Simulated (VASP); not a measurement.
A convergence study with VASP on ZrN (rock salt): one setting is varied, all else stays as given below, so the limit is that of these other settings.

```yaml
crystal:
  lattice:
    - [0.00000, 2.29000, 2.29000]
    - [2.29000, 0.00000, 2.29000]
    - [2.29000, 2.29000, 0.00000]
  atoms:
    - { symbol: Zr, position: [0.00000, 0.00000, 0.00000] }
    - { symbol: N, position: [0.50000, 0.50000, 0.50000] }
```

Method: PBE GGA, VASP's PBE PAW potentials (set 64) (plane waves; VASP). The tightest run used: 700 eV cut-off, 23×23×23 Γ-centred mesh, tetrahedra with Blöchl corrections, potentials Zr_sv N.

Problem. The settings run are 3×3×3 mesh; 4×4×4 mesh; 5×5×5 mesh; 7×7×7 mesh; 8×8×8 mesh; 9×9×9 mesh; 10×10×10 mesh; 11×11×11 mesh; 12×12×12 mesh; 13×13×13 mesh; 14×14×14 mesh; 15×15×15 mesh; 16×16×16 mesh; 17×17×17 mesh; 18×18×18 mesh; 19×19×19 mesh; 20×20×20 mesh; 21×21×21 mesh; 22×22×22 mesh; 23×23×23 mesh. From which on does the stress (every component) stay within 0.2 GPa of the tightest run?

Solution. From 7×7×7 mesh on: it is off by 0.11 there and by no more than 0.2 in any finer run, while 5×5×5 mesh is off by 0.43.
| setting | E (eV/atom) | pressure (GPa) | irreducible k-points | difference judged (GPa) |
|---|---|---|---|---|
| 3×3×3 mesh | -10.3022 | 1.17 | 4 | 1.45 |
| 4×4×4 mesh | -10.2364 | 2.01 | 8 | 0.61 |
| 5×5×5 mesh | -10.2089 | 2.19 | 10 | 0.43 |
| 7×7×7 mesh | -10.1835 | 2.73 | 20 | 0.11 |
| 8×8×8 mesh | -10.1884 | 2.59 | 29 | 0.03 |
| 9×9×9 mesh | -10.1859 | 2.63 | 35 | 0.01 |
| 10×10×10 mesh | -10.1868 | 2.63 | 47 | 0.00 |
| 11×11×11 mesh | -10.1863 | 2.62 | 56 | 0.01 |
| 12×12×12 mesh | -10.1864 | 2.61 | 72 | 0.01 |
| 13×13×13 mesh | -10.1871 | 2.61 | 84 | 0.01 |
| 14×14×14 mesh | -10.1862 | 2.62 | 104 | 0.00 |
| 15×15×15 mesh | -10.1866 | 2.61 | 120 | 0.01 |
| 16×16×16 mesh | -10.1866 | 2.62 | 145 | 0.01 |
| 17×17×17 mesh | -10.1864 | 2.62 | 165 | 0.00 |
| 18×18×18 mesh | -10.1867 | 2.61 | 195 | 0.01 |
| 19×19×19 mesh | -10.1865 | 2.62 | 220 | 0.01 |
| 20×20×20 mesh | -10.1866 | 2.61 | 256 | 0.01 |
| 21×21×21 mesh | -10.1865 | 2.62 | 286 | 0.00 |
| 22×22×22 mesh | -10.1865 | 2.62 | 328 | 0.01 |
| 23×23×23 mesh | -10.1866 | 2.62 | 364 | 0.00 |

Left out are rungs that failed or repeat a setting and relaxations that didn't move; long series are thinned to 24 rows.

The compound is ZrN in the rock salt structure. The cell was not relaxed at this level. The electron count is odd and the run is not spin-polarised, which forces a metal.
